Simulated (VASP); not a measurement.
C2BrH5, in a box:

```
CELL_PARAMETERS angstrom
13.00000 0.00000 0.00000
0.00000 12.00000 0.00000
0.00000 0.00000 12.00000
ATOMIC_POSITIONS crystal
C 0.44537 0.55305 0.47915
C 0.49707 0.45061 0.52509
Br 0.63180 0.48526 0.58758
H 0.37020 0.53024 0.44494
H 0.49090 0.59057 0.41265
H 0.43354 0.61548 0.54396
H 0.51136 0.38802 0.46134
H 0.45384 0.41299 0.59301
```

Base run:

- Program: VASP 6.6.1
- Functional: HSE06
- Dispersion: TS
- Potentials or basis: VASP PAW PBE potentials, release 64 (C, Br, H)
- Cutoff: 520 eV
- k mesh: 1 × 1 × 1
- Occupations: gaussian, width 0.01 eV
- Spin: no spin polarisation

Its results: gap between the frontier levels 6.83 eV; largest force 0.038 eV/Å.

The run is repeated on the same cell with these changes: functional from HSE06 to PBE; further incar settings from ALGO = Normal; EDIFF = 1e-07; NBANDS = 20 to ALGO = Normal; EDIFF = 1e-06. What comes out?

Gap between the frontier levels 5.45 eV; largest force 0.410 eV/Å.

Caveats: the PAW data sets were made with another functional, which shifts forces and pressure a little (some runs).

